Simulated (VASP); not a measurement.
All values below come from MS2 meta-GGA, VASP's PBE PAW potentials (set 64) (plane waves; VASP).

VASP input:

File KPOINTS:
```
Automatic
0
G
 9 9 9
0 0 0
```

File POSCAR:
```
MgS
1
    0.0000000000     2.6151814212     2.6151814212
    2.6151814212     0.0000000000     2.6151814212
    2.6151814212     2.6151814212     0.0000000000
Mg S
1 1
Direct
  0.0000000000   0.0000000000   0.0000000000
  0.5000000000   0.5000000000   0.5000000000
```

### INCAR
```
! general
SYSTEM  = MgS
PREC    = Accurate
ENCUT   = 520
LREAL   = .FALSE.
LASPH   = .TRUE.

! electronic loop
EDIFF   = 1E-7
NELM    = 100
ALGO    = Normal
LMIXTAU = .TRUE.

! smearing
ISMEAR  = 0
SIGMA   = 0.05

! functional
METAGGA = MS2

! ions
ISIF    = 2

! output
LWAVE   = .FALSE.
LCHARG  = .FALSE.
```

POTCAR, in this order: Mg S (PBE.64 set). Program: vasp_std.

Output

### OSZICAR
```
       N       E                     dE             d eps       ncg     rms          rms(c)
DAV:   1     0.761905975813E+01    0.76191E+01   -0.36558E+03   584   0.795E+02
DAV:   2    -0.220549842519E+02   -0.29674E+02   -0.28873E+02   768   0.109E+02
DAV:   3    -0.228881819467E+02   -0.83320E+00   -0.83320E+00   656   0.259E+01
DAV:   4    -0.228917547305E+02   -0.35728E-02   -0.35728E-02   896   0.186E+00
DAV:   5    -0.228917569955E+02   -0.22649E-05   -0.22649E-05   760   0.434E-02    0.680E+00
DAV:   6    -0.161539426589E+02    0.67378E+01   -0.21290E+00   560   0.166E+01    0.216E+00
DAV:   7    -0.169004789358E+02   -0.74654E+00   -0.71373E-01   576   0.775E+00    0.397E+00
DAV:   8    -0.169623935084E+02   -0.61915E-01   -0.44944E-02   704   0.249E+00    0.369E+00
DAV:   9    -0.166495432756E+02    0.31285E+00   -0.27449E-01   560   0.651E+00    0.135E+00
DAV:  10    -0.169347653551E+02   -0.28522E+00   -0.42195E-01   560   0.686E+00    0.657E-01
DAV:  11    -0.169270094544E+02    0.77559E-02   -0.34595E-03   840   0.878E-01    0.483E-01
DAV:  12    -0.169359075163E+02   -0.88981E-02   -0.20720E-03   560   0.640E-01    0.664E-01
DAV:  13    -0.169431858990E+02   -0.72784E-02   -0.59583E-03   560   0.910E-01    0.347E-01
DAV:  14    -0.169481350065E+02   -0.49491E-02   -0.65048E-03   560   0.110E+00    0.946E-01
DAV:  15    -0.169479618217E+02    0.17318E-03   -0.29300E-04   704   0.203E-01    0.562E-01
DAV:  16    -0.169479617290E+02    0.92623E-07   -0.72370E-05   600   0.791E-02    0.418E-01
DAV:  17    -0.169480030029E+02   -0.41274E-04   -0.15145E-04   584   0.118E-01    0.288E-02
DAV:  18    -0.169480008413E+02    0.21617E-05   -0.87234E-06   776   0.319E-02    0.284E-02
DAV:  19    -0.169480091094E+02   -0.82681E-05   -0.17618E-06   576   0.150E-02    0.705E-03
DAV:  20    -0.169480084242E+02    0.68515E-06   -0.36711E-06   616   0.206E-02    0.235E-03
DAV:  21    -0.169480103765E+02   -0.19523E-05   -0.52345E-07   568   0.987E-03    0.833E-04
DAV:  22    -0.169480100441E+02    0.33241E-06   -0.83948E-08   632   0.319E-03    0.180E-03
DAV:  23    -0.169480106033E+02   -0.55917E-06   -0.58004E-08   512   0.320E-03    0.154E-04
DAV:  24    -0.169480104625E+02    0.14071E-06   -0.12004E-08   280   0.152E-03    0.707E-05
DAV:  25    -0.169480105082E+02   -0.45604E-07   -0.18163E-09   280   0.617E-04
   1 F= -.16948011E+02 E0= -.16948011E+02  d E =-.257087E-11
```

### OUTCAR
```
------------------------ aborting loop because EDIFF is reached ----------------------------------------
  FORCE on cell =-STRESS in cart. coord.  units (eV):
  Direction    XX          YY          ZZ          XY          YZ          ZX
  --------------------------------------------------------------------------------------
  Total       -0.5106919     -0.5106919     -0.5106919      0.0000000     -0.0000000     -0.0000000
  in kB      -22.8735779    -22.8735779    -22.8735779      0.0000000     -0.0000000     -0.0000000
  external PRESSURE =     -22.8735779 kB  Pullay stress =       0.0000000 kB
  volume of cell :       35.77
      direct lattice vectors                 reciprocal lattice vectors
     0.000000000  2.615181421  2.615181421    -0.191191325  0.191191325  0.191191325
     2.615181421  0.000000000  2.615181421     0.191191325 -0.191191325  0.191191325
     2.615181421  2.615181421  0.000000000     0.191191325  0.191191325 -0.191191325
 POSITION                                       TOTAL-FORCE (eV/Angst)
 -----------------------------------------------------------------------------------
      0.00000      0.00000      0.00000        -0.000000     -0.000000     -0.000000
      2.61518      2.61518      2.61518         0.000000      0.000000      0.000000
 -----------------------------------------------------------------------------------
    total drift:                                0.000000      0.000000      0.000000
  FREE ENERGIE OF THE ION-ELECTRON SYSTEM (eV)
  ---------------------------------------------------
  free  energy   TOTEN  =       -16.9480105082 eV

  energy  without entropy=      -16.9480105081  energy(sigma->0) =      -16.94801051
```
(Selected blocks of OUTCAR.)

File OUTCAR:
```
 val. band max:        3.2954583878   @ k =   0.0000   0.0000   0.0000

 cond. band min:       6.7199773680   @ k =   0.4444   0.4444   0.0000


 Fermi energy:         3.5053712498

 k-point     1 :       0.0000    0.0000    0.0000
  band No.  band energies     occupation
      1      -9.9017      2.00000
      2       3.2955      2.00000
      3       3.2955      2.00000
      4       3.2955      2.00000
      5       7.7424      0.00000
      6      11.9157      0.00000
      7      11.9157      0.00000
      8      11.9157      0.00000

 k-point     2 :       0.1111    0.0000    0.0000
  band No.  band energies     occupation
      1      -9.7845      2.00000
      2       2.4753      2.00000
      3       3.2165      2.00000
      4       3.2165      2.00000
      5       8.3947      0.00000
      6      11.5918      0.00000
      7      12.1306      0.00000
      8      12.1306      0.00000

 k-point     3 :       0.2222    0.0000    0.0000
  band No.  band energies     occupation
      1      -9.4613      2.00000
      2       0.9379      2.00000
      3       3.0317      2.00000
      4       3.0317      2.00000
      5       8.9553      0.00000
      6      11.9066      0.00000
      7      11.9066      0.00000
      8      11.9326      0.00000

 k-point     4 :       0.3333    0.0000    0.0000
  band No.  band energies     occupation
      1      -9.0325      2.00000
      2      -0.4753      2.00000
      3       2.8429      2.00000
      4       2.8429      2.00000
      5       8.7368      0.00000
      6      11.2288      0.00000
      7      11.2288      0.00000
      8      13.3278      0.00000

 k-point     5 :       0.4444    0.0000    0.0000
  band No.  band energies     occupation
      1      -8.7011      2.00000
      2      -1.3350      2.00000
      3       2.7297      2.00000
      4       2.7297      2.00000
      5       8.5160      0.00000
      6      10.8339      0.00000
      7      10.8339      0.00000
...
```

The compound is MgS in the rock salt structure. This cell is one point of a volume scan, at 1.03 of the reference volume.
